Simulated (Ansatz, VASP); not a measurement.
# V3AuC (V3AuC antiperovskite) in two plane-wave programs, part 2 of 3

Aim: how closely do two programs agree when they are given the same cell, functional and k mesh? The cell is generated by rule, not measured, and may not be a known phase. The cell is taken from a series of runs on this material, whose earlier steps may have relaxed, scaled, displaced or heated it; both programs get it as it stands.

VASP 6.6.1 and Ansatz 0.2.0.

So far: Starting point; VASP: zone-centre phonons, PBE.

### Step 2. VASP: zone-centre phonons, PBE (continued)

Level of this step: PBE, no spin polarisation; plane waves and PAW (Au, V_sv, C); invented cell (VASP).

Parts of OUTCAR (step 2):

```text
ion  position               nearest neighbor table
   1  0.000  0.000  0.000-   2 2.83   3 2.83   4 2.83   3 2.83   4 2.83   2 2.83   4 2.83   4 2.83
                             2 2.83   3 2.83   3 2.83   2 2.83
   2  0.500  0.500  0.000-   5 2.00   5 2.00   4 2.83   1 2.83   3 2.83   4 2.83   3 2.83   1 2.83
                             3 2.83   3 2.83   1 2.83   4 2.83   4 2.83   1 2.83
   3  0.500  0.000  0.500-   5 2.00   5 2.00   4 2.83   1 2.83   1 2.83   2 2.83   2 2.83   4 2.83
                             2 2.83   2 2.83   1 2.83   4 2.83   1 2.83   4 2.83
   4  0.000  0.500  0.500-   5 2.00   5 2.00   3 2.83   1 2.83   1 2.83   2 2.83   1 2.83   3 2.83
                             1 2.83   2 2.83   3 2.83   2 2.83   2 2.83   3 2.83
   5  0.500  0.500  0.500-   2 2.00   3 2.00   4 2.00   2 2.00   3 2.00   4 2.00

  LATTYP: Found a simple cubic cell.
 ALAT       =     3.9998792049

 Subroutine GETGRP returns: Found 48 space group operations
 (whereof 48 operations were pure point group operations)

The static configuration has the point symmetry O_h .

 Found     10 irreducible k-points:

   k-points           NKPTS =     10   k-points in BZ     NKDIM =     10   number of bands    NBANDS=     33

   dimension x,y,z NGX =    32 NGY =   32 NGZ =   32
   dimension x,y,z NGXF=    64 NGYF=   64 NGZF=   64

   ENCUT  =  600.0 eV  44.10 Ry    6.64 a.u.   7.99  7.99  7.99*2*pi/ulx,y,z

   NELECT =      54.0000    total number of electrons

 k-points in reciprocal lattice and weights: Automatic mesh
   0.00000000  0.00000000  0.00000000       0.016
   0.25000000  0.00000000  0.00000000       0.094
   0.50000000  0.00000000  0.00000000       0.047
   0.25000000  0.25000000  0.00000000       0.188
   0.50000000  0.25000000  0.00000000       0.188
   0.50000000  0.50000000  0.00000000       0.047
   0.25000000  0.25000000  0.25000000       0.125
   0.50000000  0.25000000  0.25000000       0.188
   0.50000000  0.50000000  0.25000000       0.094
   0.50000000  0.50000000  0.50000000       0.016

 average (electrostatic) potential at core
       1 -64.5977       2 -70.9242       3 -70.9242       4 -70.9242       5 -44.6276

  Total        0.0055514      0.0055514      0.0055514     -0.0000000     -0.0000000      0.0000000
  in kB        0.1389865      0.1389865      0.1389865     -0.0000000     -0.0000000      0.0000000
  external PRESSURE =       0.1389865 kB  Pullay stress =       0.0000000 kB

  energy-cutoff  :      600.00
  volume of cell :       63.99
      direct lattice vectors                 reciprocal lattice vectors
     3.999879205  0.000000000  0.000000000     0.250007550  0.000000000  0.000000000
     0.000000000  3.999879205  0.000000000     0.000000000  0.250007550  0.000000000
     0.000000000  0.000000000  3.999879205     0.000000000  0.000000000  0.250007550

 POSITION                                       TOTAL-FORCE (eV/Angst)
 -----------------------------------------------------------------------------------
      0.00000      0.00000      0.00000         0.000000      0.000000      0.000000
      1.99994      1.99994      0.00000         0.000000      0.000000      0.000000
      1.99994      0.00000      1.99994         0.000000      0.000000      0.000000
      0.00000      1.99994      1.99994         0.000000      0.000000      0.000000
      1.99994      1.99994      1.99994         0.000000      0.000000      0.000000
 -----------------------------------------------------------------------------------
    total drift:                                0.000000     -0.000000     -0.000000

 Eigenvectors and eigenvalues of the dynamical matrix
 ----------------------------------------------------

   1 f  =   21.988715 THz   138.159168 2PiTHz  733.464568 cm-1    90.937976 meV
             X         Y         Z           dx          dy          dz
      0.000000  0.000000  0.000000    -0.000575   -0.000016    0.000000
      1.999940  1.999940  0.000000     0.015686    0.000424    0.000000
      1.999940  0.000000  1.999940     0.015686   -0.012465    0.000000
      0.000000  1.999940  1.999940    -0.460621    0.000424   -0.000000
      1.999940  1.999940  1.999940     0.886907    0.024001   -0.000000

   2 f  =   21.988715 THz   138.159168 2PiTHz  733.464568 cm-1    90.937976 meV
             X         Y         Z           dx          dy          dz
      0.000000  0.000000  0.000000    -0.000000    0.000000   -0.000575
      1.999940  1.999940  0.000000     0.000000   -0.000000   -0.460790
      1.999940  0.000000  1.999940     0.000000    0.000000    0.015692
      0.000000  1.999940  1.999940    -0.000000   -0.000000    0.015692
      1.999940  1.999940  1.999940     0.000000   -0.000000    0.887232

   3 f  =   21.988715 THz   138.159168 2PiTHz  733.464568 cm-1    90.937976 meV
             X         Y         Z           dx          dy          dz
      0.000000  0.000000  0.000000     0.000016   -0.000575   -0.000000
      1.999940  1.999940  0.000000    -0.000424    0.015686   -0.000000
      1.999940  0.000000  1.999940    -0.000424   -0.460621   -0.000000
      0.000000  1.999940  1.999940     0.012465    0.015686    0.000000
      1.999940  1.999940  1.999940    -0.024001    0.886907    0.000000

   4 f  =    7.439528 THz    46.743931 2PiTHz  248.155930 cm-1    30.767400 meV
             X         Y         Z           dx          dy          dz
      0.000000  0.000000  0.000000    -0.094631   -0.039295   -0.000386
      1.999940  1.999940  0.000000     0.455920    0.189319   -0.002340
      1.999940  0.000000  1.999940     0.455920   -0.238344    0.001858
      0.000000  1.999940  1.999940    -0.573984    0.189319    0.001858
      1.999940  1.999940  1.999940    -0.314291   -0.130508   -0.001281

   5 f  =    7.439528 THz    46.743931 2PiTHz  248.155930 cm-1    30.767400 meV
             X         Y         Z           dx          dy          dz
      0.000000  0.000000  0.000000     0.025111   -0.059692   -0.079407
      1.999940  1.999940  0.000000    -0.120980    0.287590   -0.481646
      1.999940  0.000000  1.999940    -0.120980   -0.362064    0.382576
      0.000000  1.999940  1.999940     0.152309    0.287590    0.382576
      1.999940  1.999940  1.999940     0.083398   -0.198252   -0.263730

   6 f  =    7.439528 THz    46.743931 2PiTHz  248.155930 cm-1    30.767400 meV
             X         Y         Z           dx          dy          dz
      0.000000  0.000000  0.000000     0.030228   -0.073430    0.064758
      1.999940  1.999940  0.000000    -0.145633    0.353778    0.392788
      1.999940  0.000000  1.999940    -0.145633   -0.445391   -0.311995
      0.000000  1.999940  1.999940     0.183346    0.353778   -0.311995
      1.999940  1.999940  1.999940     0.100393   -0.243878    0.215075

   7 f  =    6.800549 THz    42.729112 2PiTHz  226.841908 cm-1    28.124799 meV
             X         Y         Z           dx          dy          dz
      0.000000  0.000000  0.000000    -0.000000   -0.000000   -0.000000
      1.999940  1.999940  0.000000     0.206596    0.672915    0.000000
      1.999940  0.000000  1.999940    -0.206596    0.000000   -0.067107
      0.000000  1.999940  1.999940    -0.000000   -0.672915    0.067107
      1.999940  1.999940  1.999940    -0.000000    0.000000    0.000000

   8 f  =    6.800549 THz    42.729112 2PiTHz  226.841908 cm-1    28.124799 meV
             X         Y         Z           dx          dy          dz
      0.000000  0.000000  0.000000    -0.000000    0.000000   -0.000000
      1.999940  1.999940  0.000000    -0.673905    0.199022    0.000000
      1.999940  0.000000  1.999940     0.673905    0.000000   -0.079005
      0.000000  1.999940  1.999940     0.000000   -0.199022    0.079005
      1.999940  1.999940  1.999940     0.000000    0.000000    0.000000

   9 f  =    6.800549 THz    42.729112 2PiTHz  226.841908 cm-1    28.124799 meV
             X         Y         Z           dx          dy          dz
      0.000000  0.000000  0.000000     0.000000    0.000000   -0.000000
      1.999940  1.999940  0.000000     0.056297   -0.087039    0.000000
      1.999940  0.000000  1.999940    -0.056297   -0.000000   -0.699468
      0.000000  1.999940  1.999940     0.000000    0.087039    0.699468
      1.999940  1.999940  1.999940     0.000000   -0.000000    0.000000

  10 f  =    4.294175 THz    26.981096 2PiTHz  143.238251 cm-1    17.759272 meV
             X         Y         Z           dx          dy          dz
      0.000000  0.000000  0.000000    -0.162611    0.616998    0.198094
      1.999940  1.999940  0.000000     0.082468   -0.312909   -0.151257
      1.999940  0.000000  1.999940     0.082468   -0.471118   -0.100463
      0.000000  1.999940  1.999940     0.124164   -0.312909   -0.100463
      1.999940  1.999940  1.999940     0.061463   -0.233210   -0.074875

  11 f  =    4.294175 THz    26.981096 2PiTHz  143.238251 cm-1    17.759272 meV
             X         Y         Z           dx          dy          dz
      0.000000  0.000000  0.000000     0.201612   -0.145929    0.620022
      1.999940  1.999940  0.000000    -0.102247    0.074008   -0.473427
      1.999940  0.000000  1.999940    -0.102247    0.111426   -0.314442
      0.000000  1.999940  1.999940    -0.153944    0.074008   -0.314442
      1.999940  1.999940  1.999940    -0.076204    0.055158   -0.234353

  12 f  =    4.294175 THz    26.981096 2PiTHz  143.238251 cm-1    17.759272 meV
             X         Y         Z           dx          dy          dz
      0.000000  0.000000  0.000000     0.615858    0.210685   -0.150671
      1.999940  1.999940  0.000000    -0.312330   -0.106848    0.115047
      1.999940  0.000000  1.999940    -0.312330   -0.160872    0.076412
      0.000000  1.999940  1.999940    -0.470247   -0.106848    0.076412
      1.999940  1.999940  1.999940    -0.232779   -0.079634    0.056950

  13 f/i=    0.006340 THz     0.039836 2PiTHz    0.211482 cm-1     0.026220 meV
             X         Y         Z           dx          dy          dz
      0.000000  0.000000  0.000000     0.379509    0.280038   -0.566287
      1.999940  1.999940  0.000000     0.193530    0.142805   -0.288690
      1.999940  0.000000  1.999940     0.193530    0.142762   -0.288778
      0.000000  1.999940  1.999940     0.193471    0.142805   -0.288778
      1.999940  1.999940  1.999940     0.093881    0.069274   -0.140085

  14 f/i=    0.006340 THz     0.039836 2PiTHz    0.211482 cm-1     0.026220 meV
             X         Y         Z           dx          dy          dz
      0.000000  0.000000  0.000000     0.352079   -0.642264   -0.081657
      1.999940  1.999940  0.000000     0.179542   -0.327522   -0.041628
      1.999940  0.000000  1.999940     0.179542   -0.327422   -0.041641
      0.000000  1.999940  1.999940     0.179488   -0.327522   -0.041641
      1.999940  1.999940  1.999940     0.087096   -0.158880   -0.020200

  15 f/i=    0.006340 THz     0.039836 2PiTHz    0.211482 cm-1     0.026220 meV
             X         Y         Z           dx          dy          dz
      0.000000  0.000000  0.000000    -0.524541   -0.228486   -0.464522
      1.999940  1.999940  0.000000    -0.267489   -0.116516   -0.236811
      1.999940  0.000000  1.999940    -0.267489   -0.116481   -0.236883
      0.000000  1.999940  1.999940    -0.267408   -0.116516   -0.236883
      1.999940  1.999940  1.999940    -0.129758   -0.056522   -0.114911

 ELASTIC MODULI CONTR FROM IONIC RELAXATION (kBar)
 Direction    XX          YY          ZZ          XY          YZ          ZX
 --------------------------------------------------------------------------------
 XX           0.0000      0.0000      0.0000      0.0000      0.0000      0.0000
 YY           0.0000      0.0000      0.0000      0.0000      0.0000      0.0000
 ZZ           0.0000      0.0000      0.0000      0.0000      0.0000      0.0000
 XY           0.0000      0.0000      0.0000      0.0000      0.0000      0.0000
 YZ           0.0000      0.0000      0.0000      0.0000      0.0000      0.0000
 ZX           0.0000      0.0000      0.0000      0.0000      0.0000      0.0000
 --------------------------------------------------------------------------------
```

[end of part 2 of 3]

[Lines on the potential files, build, host, timing and source positions are cut from VASP's logs without a mark.]

[Logs are printed without paths, hosts, clocks, repeated set-up lines and the standing remarks that a program may print on its own settings, such as how far it seeks lower states.]

[Hosts, paths, dates, database ids (printed as entryN), source tags and the programs' standing remarks are cut or masked in the printed files.]
